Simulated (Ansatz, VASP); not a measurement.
# SrLiH3 in two plane-wave programs, part 2 of 2

Aim: how closely do two programs agree when they are given the same cell, functional and k mesh? The cell is taken from a series of runs on this material, whose earlier steps may have relaxed, scaled, displaced or heated it; both programs get it as it stands.

VASP 6.6.1 and Ansatz 0.2.0.

So far: The structure; Ansatz: relaxation of cell and atoms, PBEsol; VASP: relaxation of cell and atoms, PBEsol.

## Step 3: VASP: relaxation of cell and atoms, PBEsol (continued)

Level of this step: PBEsol; plane waves and PAW (Li_sv, Sr_sv, H) (VASP).

Numbers of over 12 decimals in the logs are rounded to 6 here.

Parts of OUTCAR (step 3):

```text
ion  position               nearest neighbor table
   1  0.000  0.000  0.000-
   2  0.500  0.500  0.500-   3 2.30   4 2.30   5 2.30   3 2.30   4 2.30   5 2.30
   3  0.000  0.500  0.500-   2 2.30   2 2.30
   4  0.500  0.000  0.500-   2 2.30   2 2.30
   5  0.500  0.500  0.000-   2 2.30   2 2.30

  LATTYP: Found a simple cubic cell.
 ALAT       =     4.5924890000

 Subroutine GETGRP returns: Found 48 space group operations
 (whereof 48 operations were pure point group operations)

The static configuration has the point symmetry O_h .

 Found     20 irreducible k-points:

   k-points           NKPTS =     20   k-points in BZ     NKDIM =     20   number of bands    NBANDS=     14

   dimension x,y,z NGX =    42 NGY =   42 NGZ =   42
   dimension x,y,z NGXF=    84 NGYF=   84 NGZF=   84

   ENCUT  =  750.0 eV  55.12 Ry    7.42 a.u.  10.25 10.25 10.25*2*pi/ulx,y,z

   NELECT =      16.0000    total number of electrons

 k-points in reciprocal lattice and weights: Automatic mesh
   0.00000000  0.00000000  0.00000000       0.005
   0.16666667  0.00000000  0.00000000       0.028
   0.33333333  0.00000000  0.00000000       0.028
   0.50000000  0.00000000  0.00000000       0.014
   0.16666667  0.16666667  0.00000000       0.056
   0.33333333  0.16666667  0.00000000       0.111
   0.50000000  0.16666667  0.00000000       0.056
   0.33333333  0.33333333  0.00000000       0.056
   0.50000000  0.33333333  0.00000000       0.056
[...]
0.50000000  0.50000000  0.33333333       0.028
   0.50000000  0.50000000  0.50000000       0.005

 average (electrostatic) potential at core
       1 -67.6545       2 -39.8934       3 -34.3807       4 -34.3807       5 -34.3807

 E-fermi :  -0.5691

 k-point     1 :       0.0000    0.0000    0.0000
  band No.  band energies     occupation
    ...
      4     -16.3070      2.00000
      5     -16.3070      2.00000
      6      -4.6518      2.00000
      7      -2.4116      2.00000
      8      -2.4116      2.00000
      9       3.7457      0.00000
     10       3.7457      0.00000
     11       3.7457      0.00000
     12       3.8862      0.00000
     13       5.4614      0.00000
    ...

 k-point     2 :       0.1667    0.0000    0.0000
  band No.  band energies     occupation
    ...
      4     -16.3056      2.00000
      5     -16.3056      2.00000
      6      -4.4657      2.00000
      7      -2.3767      2.00000
      8      -2.3430      2.00000
      9       2.8505      0.00000
     10       3.5660      0.00000
     11       3.5660      0.00000
     12       4.6300      0.00000
     13       5.5094      0.00000
    ...

 k-point     3 :       0.3333    0.0000    0.0000
  band No.  band energies     occupation
    ...
      4     -16.3028      2.00000
      5     -16.3028      2.00000
      6      -4.0412      2.00000
      7      -2.3043      2.00000
      8      -2.2812      2.00000
      9       2.4201      0.00000
     10       3.2627      0.00000
     11       3.2627      0.00000
     12       4.8515      0.00000
     13       5.6109      0.00000
    ...

  Total        0.0208276      0.0208276      0.0208276     -0.0000000     -0.0000000     -0.0000000
  in kB        0.3441618      0.3441618      0.3441618     -0.0000000     -0.0000000     -0.0000000
  external PRESSURE =       0.3441618 kB  Pullay stress =       0.0000000 kB

  energy-cutoff  :      750.00
  volume of cell :       96.96
      direct lattice vectors                 reciprocal lattice vectors
     4.594046405 -0.000000000  0.000000000     0.217673030 -0.000000000  0.000000000
     0.000000000  4.594046405 -0.000000000     0.000000000  0.217673030  0.000000000
    -0.000000000 -0.000000000  4.594046405    -0.000000000  0.000000000  0.217673030

 POSITION                                       TOTAL-FORCE (eV/Angst)
 -----------------------------------------------------------------------------------
      0.00000      0.00000      0.00000         0.000000      0.000000      0.000000
      2.29702      2.29702      2.29702        -0.000000     -0.000000      0.000000
      0.00000      2.29702      2.29702         0.000000      0.000000      0.000000
      2.29702     -0.00000      2.29702        -0.000000      0.000000      0.000000
      2.29702      2.29702     -0.00000         0.000000      0.000000      0.000000
 -----------------------------------------------------------------------------------
    total drift:                                0.000455      0.000455      0.000455

  FREE ENERGIE OF THE ION-ELECTRON SYSTEM (eV)
  ---------------------------------------------------
  free  energy   TOTEN  =       -13.8432075471 eV

  energy  without entropy=      -13.8432075471  energy(sigma->0) =      -13.84320755

 reached required accuracy - stopping structural energy minimisation

 total charge
# of ion       s       p       d       tot
------------------------------------------
    1        1.993   0.011   0.000   2.004
    2        2.023   5.791   0.231   8.044
    3        0.508   0.001   0.000   0.509
    4        0.508   0.001   0.000   0.509
    5        0.508   0.001   0.000   0.509
--------------------------------------------------
tot          5.540   5.805   0.231  11.576

[... 3 further parts left out ...]
```

CONTCAR:

```
SrLiH3
   1.00000000000000
     4.5940464050076235   -0.0000000000000000    0.0000000000000000
     0.0000000000000000    4.5940464050076235   -0.0000000000000000
    -0.0000000000000000   -0.0000000000000000    4.5940464050076235
  Li              Sr              H
     1     1     3
Direct
     0.0000000000000000    0.0000000000000000    0.0000000000000000
     0.4999998911000034    0.4999998911000034    0.4999998911000034
     0.0000000000000000    0.4999998911000034    0.4999998911000034
     0.4999998911000034    0.0000000000000000    0.4999998911000034
     0.4999998911000034    0.4999998911000034    0.0000000000000000
```

## Step 4: Side by side

Known differences besides the potentials themselves: fixed occupations in Ansatz, narrow Gaussian smearing in VASP; the cutoff is 420 eV in Ansatz and 750 eV in VASP; Ansatz makes its cores anew for this functional, VASP keeps those of its PBE data sets; Ansatz adds a Pulay correction to the stress that steers its cell, VASP none. Total energies have different zeros and are not compared.

Both answers:

```
                                         quantity  Ansatz   VASP  difference
                                      volume (Å³)   96.86  96.96     -0.10 %
edge a after relaxation, in the typed setting (Å)   4.593  4.594     -0.03 %
```

## Step 5: What came out

```json
{"difference in volume (relaxation of cell and atoms, PBEsol)": "-0.10 %"}
```

The difference in volume is -0.10 % (relaxation of cell and atoms, PBEsol), within the 1.2 % picked in this series as the mark of a large difference, as far as the stopping tolerances let one tell. 1 further run of this series is not shown here. Such differences can come from data sets, numerical settings and the points named under the comparisons, not from the functional's error against experiment.

[Lines on the potential files, build, host, timing and source positions are cut from VASP's logs without a mark.]

[Logs are printed without paths, hosts, clocks, repeated set-up lines and the standing remarks that a program may print on its own settings, such as how far it seeks lower states.]

[Hosts, paths, dates, database ids (printed as entryN), source tags and the programs' standing remarks are cut or masked in the printed files.]
